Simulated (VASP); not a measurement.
Given:

```yaml
crystal:
  lattice:
    - [4.33329, 0.00000, 0.00000]
    - [0.00000, 4.33329, 0.00000]
    - [0.00000, 0.00000, 2.78352]
  atoms:
    - { symbol: Mn, position: [0.00000, 0.00000, 0.00000], spin: 2.1 }
    - { symbol: Mn, position: [0.50000, 0.50000, 0.50000], spin: -2.1 }
    - { symbol: O, position: [0.30178, 0.30178, 0.00000] }
    - { symbol: O, position: [0.80178, 0.19822, 0.50000] }
    - { symbol: O, position: [0.19822, 0.80178, 0.50000] }
    - { symbol: O, position: [0.69822, 0.69822, 0.00000] }
```

Method: LDA (Ceperley-Alder, Perdew-Zunger), VASP's LDA PAW potentials (set 64) (plane waves; VASP). Settings: 520 eV cut-off, Gaussian smearing of 0.050 eV, potentials Mn_pv O.

**Question.** Give the spin-up energies of bands 16 to 29 at the high-symmetry points, in eV from the Fermi level.

**Answer.** 
| band | Γ | Y | C0 | Z | A0 | T | S | R |
|---|---|---|---|---|---|---|---|---|
| 16 | -4.44 | -4.40 | -4.40 | -5.60 | -5.32 | -5.32 | -5.10 | -5.46 |
| 17 | -4.39 | -4.36 | -4.36 | -5.00 | -4.97 | -4.97 | -4.99 | -4.25 |
| 18 | -3.64 | -3.62 | -3.62 | -4.59 | -4.55 | -4.55 | -4.70 | -4.24 |
| 19 | -2.04 | -2.71 | -2.71 | -4.32 | -3.21 | -3.21 | -3.59 | -3.93 |
| 20 | -1.84 | -2.64 | -2.64 | -3.92 | -2.59 | -2.59 | -3.14 | -3.80 |
| 21 | -1.75 | -2.41 | -2.41 | -3.11 | -2.08 | -2.08 | -1.86 | -2.15 |
| 22 | -1.44 | -2.37 | -2.37 | -2.88 | -1.79 | -1.79 | -1.71 | -2.04 |
| 23 | -1.35 | -2.11 | -2.11 | -1.36 | -1.36 | -1.36 | -1.38 | -1.67 |
| 24 | -1.33 | -1.82 | -1.82 | -0.58 | -0.67 | -0.67 | -0.89 | -1.35 |
| 25 | -0.53 | -0.62 | -0.62 | 0.27 | -0.47 | -0.47 | -0.19 | -1.21 |
| 26 | -0.52 | 0.00 | 0.00 | 0.93 | 0.64 | 0.64 | 0.38 | 0.83 |
| 27 | 0.00 | 0.49 | 0.49 | 0.99 | 0.95 | 0.95 | 0.88 | 1.30 |
| 28 | 1.24 | 1.94 | 1.94 | 1.82 | 1.14 | 1.14 | 1.49 | 1.34 |
| 29 | 1.82 | 2.49 | 2.49 | 1.82 | 2.32 | 2.32 | 2.74 | 1.37 |

**Question.** Give the spin-down energies of bands 16 to 29 at the high-symmetry points, in eV from the Fermi level.

**Answer.** 
```csv
band,Γ,Y,C0,Z,A0,T,S,R
16,-4.44,-4.40,-4.40,-5.60,-5.32,-5.32,-5.10,-5.46
17,-4.39,-4.36,-4.36,-5.00,-4.97,-4.97,-4.99,-4.25
18,-3.64,-3.62,-3.62,-4.59,-4.55,-4.55,-4.70,-4.24
19,-2.04,-2.71,-2.71,-4.32,-3.21,-3.21,-3.59,-3.93
20,-1.84,-2.64,-2.64,-3.92,-2.59,-2.59,-3.14,-3.80
21,-1.75,-2.41,-2.41,-3.11,-2.08,-2.08,-1.86,-2.15
22,-1.44,-2.37,-2.37,-2.88,-1.79,-1.79,-1.71,-2.04
23,-1.35,-2.11,-2.11,-1.36,-1.36,-1.36,-1.38,-1.67
24,-1.33,-1.82,-1.82,-0.58,-0.67,-0.67,-0.89,-1.35
25,-0.53,-0.62,-0.62,0.27,-0.47,-0.47,-0.19,-1.21
26,-0.52,0.00,0.00,0.93,0.64,0.64,0.38,0.83
27,0.00,0.49,0.49,0.99,0.95,0.95,0.88,1.30
28,1.24,1.94,1.94,1.82,1.14,1.14,1.49,1.34
29,1.82,2.49,2.49,1.82,2.32,2.32,2.74,1.37
```

It has no gap at this level: it comes out as a metal or semimetal.

The compound is MnO2 in the rutile structure. It was relaxed first, which changed the volume by -6 %.
